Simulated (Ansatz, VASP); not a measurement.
This is a calculation of CuSn3 for VASP 6.6.1. The cell comes from a database or a generator and needn't be the stable form of this composition.

File INCAR:

```
SYSTEM = CuSn3
PREC = Accurate
ENCUT = 520
EDIFF = 1E-7
ISMEAR = -1
SIGMA = 0.05
LREAL = .False.
LASPH = .True.
NELM = 80
ALGO = Normal
ISIF = 2
LWAVE = .False.
LCHARG = .False.
GGA = PE
NBANDS = 63
```

Contents of KPOINTS:

```
regular mesh
0
Gamma
  5 5 6
  0 0 0
```

Contents of POSCAR:

```
CuSn3
1.0
    6.6228840908      0.0000000000      0.0000000000
   -3.3114420454      5.7355858689      0.0000000000
    0.0000000000      0.0000000000      5.0048080000
Sn Cu
6 2
Direct
    0.1723395050      0.3446790100      0.2500000000
    0.1723395050      0.8276604950      0.2500000000
    0.6553209900      0.8276604950      0.2500000000
    0.8276604950      0.6553209900      0.7500000000
    0.8276604950      0.1723395050      0.7500000000
    0.3446790100      0.1723395050      0.7500000000
    0.3333333333      0.6666666667      0.7500000000
    0.6666666667      0.3333333333      0.2500000000
```

Potentials or basis: VASP PAW PBE potentials, release 64 (Sn_d, Cu).

Command:

```sh
$ cat potpaw_PBE.64/Sn_d/POTCAR potpaw_PBE.64/Cu/POTCAR > POTCAR
$ mpirun -np 1 vasp_std > vasp.out
```

Problem. Set up the same calculation for Ansatz 0.2.0. Potentials or basis there: Ansatz PAW, cutoff 420 eV.

Solution. As run (cutoffs and basis follow the program's own potentials, and thresholds, step limits or extra output files can differ):

File input.yaml:

```yaml
crystal:
  lattice:
    - [6.6228840908, 0.0, 0.0]
    - [-3.3114420454, 5.7355858689, 0.0]
    - [0.0, 0.0, 5.004808]
  atoms:
    - { symbol: Sn, position: [0.172339505, 0.34467901, 0.25] }
    - { symbol: Sn, position: [0.172339505, 0.827660495, 0.25] }
    - { symbol: Sn, position: [0.65532099, 0.827660495, 0.25] }
    - { symbol: Sn, position: [0.827660495, 0.65532099, 0.75] }
    - { symbol: Sn, position: [0.827660495, 0.172339505, 0.75] }
    - { symbol: Sn, position: [0.34467901, 0.172339505, 0.75] }
    - { symbol: Cu, position: [0.3333333333, 0.6666666667, 0.75] }
    - { symbol: Cu, position: [0.6666666667, 0.3333333333, 0.25] }
hamiltonian:
  xc: pbe
  pseudopotentials: { kind: paw }
kpoints:
  mp_grid: { grid: [5, 5, 6] }
scf:
  occupations: { method: fermi_dirac, width: 0.05 }
output:
  forces: true
  stress: true
  eigenvalues: true
```

Potentials or basis: Ansatz PAW.

Launch:

```bash
$ ansatz run input.yaml --threads 4 --pin off --max-ram 10240MiB --backend cpu --events-out ev --progress --plain --runs-dir out
```

Both were run:

|  | VASP | Ansatz |
| --- | --- | --- |
| Pressure | 0.2 GPa | 0.2 GPa |
| Largest force | 0.239 eV/Å | 0.244 eV/Å |

Ansatz's pressure holds a Pulay term of +0.04 GPa for its cutoff of 420 eV, which the other run lacks.

The potentials hold 106 and 122 valence electrons a cell.

Where Ansatz's input types no cutoff or centring, it takes its own default and a Γ-centred mesh.

Pressure is positive in compression.
